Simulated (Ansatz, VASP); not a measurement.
# Two plane-wave programs on NaC8

```xyz
9
Lattice="4.9120 0.0000 0.0000 -2.4560 4.2539 0.0000 0.0000 0.0000 3.3327" Properties=species:S:1:pos:R:3 pbc="T T T"
Na    0.0000    0.0000    1.6663
C     1.2280    0.7090    0.0000
C     0.0000    2.8360    0.0000
C     3.6840    0.7090    0.0000
C     2.4560    2.8360    0.0000
C     0.0000    1.4180    0.0000
C    -1.2280    3.5450    0.0000
C     2.4560    1.4180    0.0000
C     1.2280    3.5450    0.0000
```

Alike in both runs: task relaxation of cell and atoms; functional PBE; dispersion D3(BJ); k mesh 6 × 6 × 6; occupations gaussian, width 0.1 eV; no spin polarisation.

|  | VASP | Ansatz |
| --- | --- | --- |
| version | VASP 6.6.1 | Ansatz 0.2.0 |
| potentials or method | VASP PAW PBE potentials, release 64 (Na_pv, C) | scalar-relativistic, plane waves, PAW |
| plane-wave cutoff (eV) | 600 | 420 |
| valence electrons in the cell | 39 | 41 |

Ansatz gave:

| Property | Result |
| --- | --- |
| gap on the k mesh at the Fermi level, each at its own relaxed structure (eV) | none |
| relaxed volume (Å³/atom) | 10.66 |
| relaxed cell length with the largest relative difference (Å) | 4.473 |
| energy change over the relaxation (meV/atom) | -250 |

Task: Estimate VASP's values.

Result: gap on the k mesh at the Fermi level, each at its own relaxed structure (eV): none; relaxed volume (Å³/atom): 10.28; relaxed cell length with the largest relative difference (Å): 4.309; energy change over the relaxation (meV/atom): -241.

A gap of «none» marks a metal or a gap that the smearing closes. The two sets of potentials don't hold the same shells in valence.

Caveats: the volume moved by over 15 % at a fixed basis, so the end points are rough (VASP); pairwise dispersion overbinds metals, which lowers pressure and volume.
